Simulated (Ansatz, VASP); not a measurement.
**Cross-check of SiC (Moissanite) between VASP and Ansatz**

One calculation is typed for both programs; each brings its own data sets. How far apart do they land? The cell is taken from a series of runs on this material, whose earlier steps may have relaxed, scaled, displaced or heated it; both programs get it as it stands.

Calculated with Ansatz 0.2.0; plane waves, with VASP 6.6.1 beside it; zone-centre phonons at LDA.

**1. Set-up**

It takes space group P6_3mc (No. 186, hexagonal). The conventional cell has a = 3.056 Å, b = 3.056 Å, c = 5.016 Å, α = 90.00°, β = 90.00°, γ = 120.00°. Nearest to C lie 4 Si at 1.87 to 1.88 Å. Nearest to Si lie 4 C at 1.87 to 1.88 Å. Farther neighbours are not listed.

Coordinates:

```xyz
4
Lattice="3.0564 0.0000 0.0000 -1.5282 2.6469 0.0000 0.0000 0.0000 5.0159" Properties=species:S:1:pos:R:3 pbc="T T T"
C     0.0000    1.7646    1.9076
C     1.5282    0.8823    4.4156
Si    0.0000    1.7646    0.0235
Si    1.5282    0.8823    2.5315
```

**2. VASP: zone-centre phonons, LDA**

Second derivatives magnify differences that forces hide, and they need a tight electronic threshold.

Lines of VASP's logs that name or quote its potential files are left out, and so is its time.

Contents of INCAR:

```
SYSTEM = SiC
PREC = Accurate
ENCUT = 600
EDIFF = 1E-08
NELM = 120
ISMEAR = -1
SIGMA = 0.03
LREAL = .FALSE.
ALGO = Normal
GGA = CA
NELECT = 16.008116
NBANDS = 14
LORBIT = 11
LWAVE = .FALSE.
LCHARG = .FALSE.
ISIF = 2
IBRION = 8
LASPH = .TRUE.
GGA_COMPAT = .FALSE.
KPAR = 2
```

Contents of POSCAR:

```
SiC
1.0
    3.0564320001      0.0000000000      0.0000000000
   -1.5282160000      2.6469477570      0.0000000000
    0.0000000000      0.0000000000      5.0159470803
C Si
2 2
Direct
    0.3333333333      0.6666666667      0.3803102619
    0.6666666667      0.3333333333      0.8803102619
    0.3333333333      0.6666666667      0.0046897381
    0.6666666667      0.3333333333      0.5046897381
```

Contents of KPOINTS:

```
Automatic mesh
0
Gamma
21 21 12
0 0 0
```

The projector-augmented-wave data sets are C and Si (LDA family, release 64).

Run with:

```console
$ mpirun -np 2 vasp_std
```

Numbers of over 12 decimals in the logs are rounded to 6 here.

Log:

```text
[banner, memory and clock lines left out]
running    2 mpi-ranks, on    1 nodes
 distrk:  each k-point on    1 cores,    2 groups
 distr:  one band on    1 cores,    1 groups

 POSCAR found type information on POSCAR C Si
 POSCAR found :  2 types and       4 ions
 LDA part: xc-table for (Slater(with rela. corr.)+CA(PZ))
 , standard interpolation
 POSCAR, INCAR and KPOINTS ok, starting setup
 FFT: planning ... GRIDC
 FFT: planning ... GRID_SOFT
 FFT: planning ... GRID
 WAVECAR not read
 entering main loop
       N       E                     dE             d eps       ncg     rms          rms(c)
DAV:   1     0.321526179349E+02    0.32153E+02   -0.79580E+03  9408   0.115E+03
DAV:   2    -0.342014208975E+02   -0.66354E+02   -0.60364E+02 13126   0.183E+02
DAV:   3    -0.373641131313E+02   -0.31627E+01   -0.31443E+01 13068   0.376E+01
DAV:   4    -0.373956291844E+02   -0.31516E-01   -0.31508E-01 10710   0.461E+00
DAV:   5    -0.373960422377E+02   -0.41305E-03   -0.41298E-03 13122   0.494E-01BRMIX: very serious problems
 the old and the new charge density differ
 old charge density:    16.00000 new   16.00812
BRMIX: very serious problems
 the old and the new charge density differ
 old charge density:    16.00000 new   16.00812
    0.131E+01
DAV:   6    -0.333606189203E+02    0.40354E+01   -0.94728E+00 12198   0.189E+01    0.608E+00
DAV:   7    -0.332379858307E+02    0.12263E+00   -0.12021E+00 13106   0.679E+00    0.245E+00
DAV:   8    -0.331991209590E+02    0.38865E-01   -0.67429E-02 11118   0.168E+00    0.725E-01
DAV:   9    -0.331935720662E+02    0.55489E-02   -0.93044E-03 11766   0.675E-01    0.118E-01
DAV:  10    -0.331936225876E+02   -0.50521E-04   -0.52170E-04 11862   0.162E-01    0.627E-02
DAV:  11    -0.331936262090E+02   -0.36214E-05   -0.15688E-05 12198   0.334E-02    0.190E-02
DAV:  12    -0.331936250212E+02    0.11878E-05   -0.29213E-06 11886   0.107E-02    0.654E-03
DAV:  13    -0.331936246589E+02    0.36236E-06   -0.13229E-06 12444   0.680E-03    0.137E-03
DAV:  14    -0.331936246644E+02   -0.55347E-08   -0.58287E-08 11520   0.190E-03
   1 F= -.33193625E+02 E0= -.33193537E+02  d E =-.174386E-03
 Linear response reoptimize wavefunctions to high precision
DAV:   1    -0.331936246650E+02   -0.61232E-09   -0.53732E-10  9842   0.206E-04
DAV:   2    -0.331936246650E+02   -0.27740E-10   -0.54105E-11  6486   0.655E-05
 Linear response DOF=           4
 Linear response progress:
  Degree of freedom:   1/  4
       N       E                     dE             d eps       ncg     rms          rms(c)
RMM:   1    -0.127939902892E+00   -0.12794E+00    0.58929E-02161439   0.211E+00
RMM:   2    -0.124501268535E+00    0.34386E-02   -0.38960E-03120031   0.445E-01    0.213E-01
RMM:   3    -0.124442261441E+00    0.59007E-04   -0.11783E-03118044   0.203E-01    0.106E-01
RMM:   4    -0.125515373315E+00   -0.10731E-02   -0.10190E-03120151   0.173E-01    0.193E-02
RMM:   5    -0.125436492392E+00    0.78881E-04   -0.15870E-05130681   0.279E-02    0.315E-03
RMM:   6    -0.125474087943E+00   -0.37596E-04   -0.11420E-06136651   0.558E-03    0.912E-04
RMM:   7    -0.125468804558E+00    0.52834E-05   -0.10054E-06138810   0.111E-03    0.277E-04
RMM:   8    -0.125470040938E+00   -0.12364E-05   -0.27849E-07138420   0.294E-04    0.447E-05
RMM:   9    -0.125469960536E+00    0.80402E-07   -0.94525E-08140451   0.936E-05    0.829E-06
RMM:  10    -0.125470088272E+00   -0.12774E-06   -0.10417E-08140870   0.422E-05    0.476E-06
RMM:  11    -0.125470037371E+00    0.50901E-07   -0.12819E-08137969   0.263E-05    0.591E-07
RMM:  12    -0.125470046328E+00   -0.89566E-08   -0.42335E-09127894   0.190E-05    0.340E-07
 first order change of Fermi-energy  -0.15234E-06
 force on displaced ion       1 direction 1 : -19.847   0.000  -0.000
 Linear response progress:
  Degree of freedom:   2/  4
       N       E                     dE             d eps       ncg     rms          rms(c)
RMM:   1    -0.140397629139E+00   -0.14040E+00    0.83076E-02 31270   0.219E+00
RMM:   2    -0.135251917895E+00    0.51457E-02   -0.43409E-03 24024   0.469E-01    0.227E-01
RMM:   3    -0.134580414431E+00    0.67150E-03   -0.26119E-03 24980   0.247E-01    0.112E-01
RMM:   4    -0.135163826969E+00   -0.58341E-03   -0.56290E-04 25135   0.122E-01    0.396E-02
RMM:   5    -0.135360936788E+00   -0.19711E-03   -0.37013E-05 25012   0.350E-02    0.894E-03
RMM:   6    -0.135382920990E+00   -0.21984E-04   -0.62221E-07 26651   0.672E-03    0.234E-03
RMM:   7    -0.135363302212E+00    0.19619E-04    0.56752E-07 25406   0.289E-03    0.603E-04
RMM:   8    -0.135367101797E+00   -0.37996E-05   -0.53072E-07 27409   0.810E-04    0.172E-04
RMM:   9    -0.135366857914E+00    0.24388E-06   -0.71745E-08 27557   0.210E-04    0.458E-05
RMM:  10    -0.135366700115E+00    0.15780E-06   -0.62922E-08 26973   0.850E-05    0.135E-05
RMM:  11    -0.135366741032E+00   -0.40917E-07    0.13364E-08 28375   0.382E-05    0.415E-06
RMM:  12    -0.135366736580E+00    0.44512E-08    0.12252E-09 27389   0.210E-05    0.120E-06
 first order change of Fermi-energy   0.21021E+01
 force on displaced ion       1 direction 3 :   0.000  -0.000 -24.884
 Linear response progress:
  Degree of freedom:   3/  4
       N       E                     dE             d eps       ncg     rms          rms(c)
RMM:   1    -0.177905618676E-01   -0.17791E-01    0.45536E-04182502   0.975E-01
RMM:   2    -0.151460862628E-01    0.26445E-02   -0.97180E-04121959   0.246E-01    0.135E-01
RMM:   3    -0.150444339400E-01    0.10165E-03    0.58788E-05127695   0.634E-02    0.768E-02
RMM:   4    -0.151150167438E-01   -0.70583E-04    0.46339E-05122966   0.578E-02    0.929E-03
RMM:   5    -0.151106411761E-01    0.43756E-05   -0.14772E-05131732   0.111E-02    0.168E-03
RMM:   6    -0.151098759621E-01    0.76521E-06   -0.12635E-07136910   0.137E-03    0.847E-04
RMM:   7    -0.151086863464E-01    0.11896E-05   -0.60359E-07138360   0.381E-04    0.586E-05
RMM:   8    -0.151086796821E-01    0.66643E-08   -0.56363E-08139391   0.770E-05    0.233E-05
 first order change of Fermi-energy   0.20265E-06
 force on displaced ion       3 direction 1 : -20.448  -0.000   0.000
 Linear response progress:
  Degree of freedom:   4/  4
       N       E                     dE             d eps       ncg     rms          rms(c)
RMM:   1    -0.362040320416E-01   -0.36204E-01    0.53189E-02 39224   0.151E+00
RMM:   2    -0.284016377702E-01    0.78024E-02   -0.35347E-03 23952   0.424E-01    0.160E-01
RMM:   3    -0.278262500411E-01    0.57539E-03   -0.18025E-04 25144   0.133E-01    0.838E-02
RMM:   4    -0.277037715743E-01    0.12248E-03   -0.17828E-04 26022   0.698E-02    0.316E-02
RMM:   5    -0.276871486192E-01    0.16623E-04   -0.70020E-05 26509   0.262E-02    0.565E-03
RMM:   6    -0.276896240207E-01   -0.24754E-05   -0.17021E-05 25794   0.725E-03    0.180E-03
RMM:   7    -0.276879354107E-01    0.16886E-05   -0.36030E-06 26913   0.204E-03    0.505E-04
RMM:   8    -0.276883352385E-01   -0.39983E-06   -0.19408E-06 27177   0.689E-04    0.208E-04
RMM:   9    -0.276882962830E-01    0.38956E-07   -0.42642E-07 27124   0.287E-04    0.362E-05
RMM:  10    -0.276883372740E-01   -0.40991E-07   -0.32914E-07 27232   0.746E-05    0.146E-05
RMM:  11    -0.276883240484E-01    0.13226E-07    0.77244E-08 27764   0.256E-05    0.375E-06
RMM:  12    -0.276883200961E-01    0.39522E-08    0.51542E-08 27001   0.141E-05    0.113E-06
 first order change of Fermi-energy  -0.21021E+01
 force on displaced ion       3 direction 3 :  -0.000   0.000 -27.820
 Linear response finished
```

Parts of OUTCAR (step 2):

```text
NELECT = 16.008116

 ion  position               nearest neighbor table
   1  0.333  0.667  0.380-   4 1.87   4 1.87   4 1.87   3 1.88
   2  0.667  0.333  0.880-   3 1.87   3 1.87   3 1.87   4 1.88
   3  0.333  0.667  0.005-   2 1.87   2 1.87   2 1.87   1 1.88   4 3.07   4 3.07   4 3.07   4 3.07
                             4 3.07   4 3.07
   4  0.667  0.333  0.505-   1 1.87   1 1.87   1 1.87   2 1.88   3 3.07   3 3.07   3 3.07   3 3.07
                             3 3.07   3 3.07

  LATTYP: Found a hexagonal cell.
 ALAT       =     3.0564320001
 C/A-ratio  =     1.6411119502

 Subroutine GETGRP returns: Found 12 space group operations
 (whereof  6 operations were pure point group operations)

The static configuration has the point symmetry C_3v.
 The point group associated with its full space group is C_6v.

 Found    336 irreducible k-points:

   k-points           NKPTS =    336   k-points in BZ     NKDIM =    336   number of bands    NBANDS=     14

   dimension x,y,z NGX =    24 NGY =   24 NGZ =   40
   dimension x,y,z NGXF=    48 NGYF=   48 NGZF=   80

   ENCUT  =  600.0 eV  44.10 Ry    6.64 a.u.   6.10  6.10 10.02*2*pi/ulx,y,z

 k-points in reciprocal lattice and weights: Automatic mesh
   0.00000000  0.00000000  0.00000000       0.000
   0.04761905  0.00000000  0.00000000       0.001
   0.09523810  0.00000000  0.00000000       0.001
   0.14285714  0.00000000  0.00000000       0.001
   0.19047619  0.00000000  0.00000000       0.001
   0.23809524 -0.00000000  0.00000000       0.001
   0.28571429  0.00000000  0.00000000       0.001
   0.33333333  0.00000000  0.00000000       0.001
   0.38095238  0.00000000  0.00000000       0.001
[...]
0.33333333  0.28571429  0.50000000       0.002
   0.33333333  0.33333333  0.50000000       0.000

 average (electrostatic) potential at core
       1 -48.7407       2 -48.7407       3 -81.6659       4 -81.6659

  Total        0.1198233      0.1198233      0.1895396      0.0000000      0.0000000      0.0000000
  in kB        4.7308468      4.7308468      7.4833727      0.0000000      0.0000000      0.0000000
  external PRESSURE =       5.6483554 kB  Pullay stress =       0.0000000 kB

  energy-cutoff  :      600.00
  volume of cell :       40.58
      direct lattice vectors                 reciprocal lattice vectors
     3.056432000  0.000000000  0.000000000     0.327178880  0.188896815  0.000000000
    -1.528216000  2.646947757  0.000000000     0.000000000  0.377793629  0.000000000
     0.000000000  0.000000000  5.015947080     0.000000000  0.000000000  0.199364145

 POSITION                                       TOTAL-FORCE (eV/Angst)
 -----------------------------------------------------------------------------------
     -0.00000      1.76463      1.90762         0.000000     -0.000000     -0.000065
      1.52822      0.88232      4.41559        -0.000000      0.000000     -0.000065
     -0.00000      1.76463      0.02352        -0.000000      0.000000      0.000065
      1.52822      0.88232      2.53150         0.000000     -0.000000      0.000065
 -----------------------------------------------------------------------------------
    total drift:                               -0.000000     -0.000000     -0.000109

 Eigenvectors and eigenvalues of the dynamical matrix
 ----------------------------------------------------

   1 f  =   25.237421 THz   158.571393 2PiTHz  841.829751 cm-1   104.373540 meV
             X         Y         Z           dx          dy          dz
     -0.000000  1.764632  1.907616     0.000000    0.000000    0.707081
      1.528216  0.882316  4.415590     0.000000    0.000000   -0.707081
     -0.000000  1.764632  0.023523    -0.000000   -0.000000    0.006082
      1.528216  0.882316  2.531497    -0.000000   -0.000000   -0.006082

   2 f  =   23.990494 THz   150.736718 2PiTHz  800.236735 cm-1    99.216665 meV
             X         Y         Z           dx          dy          dz
     -0.000000  1.764632  1.907616    -0.506540   -0.305992    0.000000
      1.528216  0.882316  4.415590    -0.506540   -0.305992   -0.000000
     -0.000000  1.764632  0.023523     0.331271    0.200115    0.000000
      1.528216  0.882316  2.531497     0.331271    0.200115    0.000000

   3 f  =   23.990494 THz   150.736718 2PiTHz  800.236735 cm-1    99.216665 meV
             X         Y         Z           dx          dy          dz
     -0.000000  1.764632  1.907616     0.305992   -0.506540    0.000000
      1.528216  0.882316  4.415590     0.305992   -0.506540   -0.000000
     -0.000000  1.764632  0.023523    -0.200115    0.331271   -0.000000
      1.528216  0.882316  2.531497    -0.200115    0.331271   -0.000000

   4 f  =   23.162763 THz   145.535930 2PiTHz  772.626598 cm-1    95.793446 meV
             X         Y         Z           dx          dy          dz
     -0.000000  1.764632  1.907616    -0.000000    0.000000   -0.591782
      1.528216  0.882316  4.415590     0.000000   -0.000000   -0.591782
     -0.000000  1.764632  0.023523    -0.000000    0.000000    0.387032
      1.528216  0.882316  2.531497     0.000000   -0.000000    0.387032

   5 f  =   22.991646 THz   144.460770 2PiTHz  766.918747 cm-1    95.085763 meV
             X         Y         Z           dx          dy          dz
     -0.000000  1.764632  1.907616    -0.519097   -0.313588    0.000000
      1.528216  0.882316  4.415590     0.519097    0.313588    0.000000
     -0.000000  1.764632  0.023523    -0.311215   -0.188006   -0.000000
      1.528216  0.882316  2.531497     0.311215    0.188006   -0.000000

   6 f  =   22.991646 THz   144.460770 2PiTHz  766.918747 cm-1    95.085763 meV
             X         Y         Z           dx          dy          dz
     -0.000000  1.764632  1.907616    -0.313588    0.519097    0.000000
      1.528216  0.882316  4.415590     0.313588   -0.519097    0.000000
     -0.000000  1.764632  0.023523    -0.188006    0.311215   -0.000000
      1.528216  0.882316  2.531497     0.188006   -0.311215   -0.000000

   7 f  =   17.984426 THz   112.999478 2PiTHz  599.895863 cm-1    74.377574 meV
             X         Y         Z           dx          dy          dz
     -0.000000  1.764632  1.907616     0.000000   -0.000000   -0.006082
      1.528216  0.882316  4.415590    -0.000000    0.000000    0.006082
     -0.000000  1.764632  0.023523    -0.000000    0.000000    0.707081
      1.528216  0.882316  2.531497     0.000000   -0.000000   -0.707081

   8 f  =    7.707673 THz    48.428737 2PiTHz  257.100295 cm-1    31.876360 meV
             X         Y         Z           dx          dy          dz
     -0.000000  1.764632  1.907616     0.311215    0.188006    0.000000
      1.528216  0.882316  4.415590    -0.311215   -0.188006   -0.000000
     -0.000000  1.764632  0.023523    -0.519097   -0.313588   -0.000000
      1.528216  0.882316  2.531497     0.519097    0.313588    0.000000

   9 f  =    7.707673 THz    48.428737 2PiTHz  257.100295 cm-1    31.876360 meV
             X         Y         Z           dx          dy          dz
     -0.000000  1.764632  1.907616    -0.188006    0.311215   -0.000000
      1.528216  0.882316  4.415590     0.188006   -0.311215   -0.000000
     -0.000000  1.764632  0.023523     0.313588   -0.519097   -0.000000
      1.528216  0.882316  2.531497    -0.313588    0.519097   -0.000000

  10 f/i=    0.000438 THz     0.002753 2PiTHz    0.014614 cm-1     0.001812 meV
             X         Y         Z           dx          dy          dz
     -0.000000  1.764632  1.907616     0.024377   -0.386254    0.000000
      1.528216  0.882316  4.415590     0.024377   -0.386254    0.000000
     -0.000000  1.764632  0.023523     0.037274   -0.590613    0.000000
      1.528216  0.882316  2.531497     0.037274   -0.590613    0.000000

  11 f/i=    0.000438 THz     0.002753 2PiTHz    0.014614 cm-1     0.001812 meV
             X         Y         Z           dx          dy          dz
     -0.000000  1.764632  1.907616    -0.386254   -0.024377   -0.000000
      1.528216  0.882316  4.415590    -0.386254   -0.024377   -0.000000
     -0.000000  1.764632  0.023523    -0.590613   -0.037274   -0.000000
      1.528216  0.882316  2.531497    -0.590613   -0.037274   -0.000000

  12 f/i=    0.000799 THz     0.005021 2PiTHz    0.026658 cm-1     0.003305 meV
             X         Y         Z           dx          dy          dz
     -0.000000  1.764632  1.907616    -0.000000    0.000000    0.387032
      1.528216  0.882316  4.415590    -0.000000    0.000000    0.387032
     -0.000000  1.764632  0.023523    -0.000000    0.000000    0.591782
      1.528216  0.882316  2.531497    -0.000000    0.000000    0.591782

 ELASTIC MODULI CONTR FROM IONIC RELAXATION (kBar)
 Direction    XX          YY          ZZ          XY          YZ          ZX
 --------------------------------------------------------------------------------
 XX        -505.9315    262.5112    233.5784     -0.0000     -0.0000      0.0000
 YY         262.5112   -505.9315    233.5784     -0.0000     -0.0000     -0.0000
 ZZ         233.5784    233.5784   -448.2686      0.0000     -0.0000      0.0000
 XY          -0.0000     -0.0000      0.0000   -384.2214     -0.0000      0.0000
 YZ          -0.0000      0.0000     -0.0000     -0.0000   -133.3274     -0.0000
 ZX           0.0000     -0.0000      0.0000      0.0000     -0.0000   -142.4080
 --------------------------------------------------------------------------------
```

(Continued in part 2 of 2.)

[Lines on the potential files, build, host, timing and source positions are cut from VASP's logs without a mark.]

[Logs are printed without paths, hosts, clocks, repeated set-up lines and the standing remarks that a program may print on its own settings, such as how far it seeks lower states.]

[Hosts, paths, dates, database ids (printed as entryN), source tags and the programs' standing remarks are cut or masked in the printed files.]
